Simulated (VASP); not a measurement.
Here is the system:

```
CaO
1.0
    0.00000     2.41009     2.41009
    2.41009     0.00000     2.41009
    2.41009     2.41009     0.00000
Ca O
1 1
Direct
  0.00000   0.00000   0.00000
  0.50000   0.50000   0.50000
```

Computed with TPSS meta-GGA, VASP's PBE PAW potentials (set 64) (plane waves; VASP 6.6.1). Settings: 520 eV cut-off, 11×11×11 Γ-centred mesh, tetrahedra with Blöchl corrections, potentials Ca_sv O.

Task: Give the energies of bands 6 to 11 at the high-symmetry points, in eV from the valence-band maximum.

Result: 
| band | Γ | X | U | L | W |
|---|---|---|---|---|---|
| 6 | 0.00 | -1.34 | -1.34 | -2.65 | -1.27 |
| 7 | 0.00 | -0.38 | -1.24 | -1.18 | -1.08 |
| 8 | 0.00 | -0.38 | -0.78 | -1.18 | -1.08 |
| 9 | 4.72 | 3.76 | 5.27 | 7.22 | 6.47 |
| 10 | 6.47 | 8.28 | 8.17 | 8.44 | 6.47 |
| 11 | 6.47 | 9.21 | 8.81 | 8.64 | 8.64 |

The gap is indirect, 3.76 eV, from the valence maximum at Γ to the conduction minimum at X.

The compound is CaO in the rock salt structure. It was relaxed first.
